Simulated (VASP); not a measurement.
Shape and ions are relaxed at each volume.

Energy against volume of Ti (hcp). These are PBEsol GGA, VASP's PBE PAW potentials (set 64) (plane waves; VASP) values and carry that method's errors.

```json
[
 {"V (Å³/atom)": "15.691", "E (eV/atom)": "-8.31569"},
 {"V (Å³/atom)": "16.191", "E (eV/atom)": "-8.33441"},
 {"V (Å³/atom)": "16.692", "E (eV/atom)": "-8.34032"},
 {"V (Å³/atom)": "17.193", "E (eV/atom)": "-8.33503"},
 {"V (Å³/atom)": "17.694", "E (eV/atom)": "-8.31993"}
]
```

Task: Fit a third-order Birch-Murnaghan equation of state.

Result: 
```json
{
  "volume_per_atom": "16.69 Å³/atom",
  "bulk_modulus": "119 GPa",
  "pressure_derivative_of_the_bulk_modulus": "3.47"
}
```

Measured: bulk modulus 108 GPa at 0 K (computed value off by +10.1 %), as given by Vázquez-Parga, Fernández-Martínez, Viñes, J. Chem. Theory Comput. (2023), doi:10.1021/acs.jctc.3c00612, Supporting … [zero-point energy and finite temperature contributions removed].

The compound is Ti in the hcp structure. It was relaxed first, which changed the volume by -5 %.
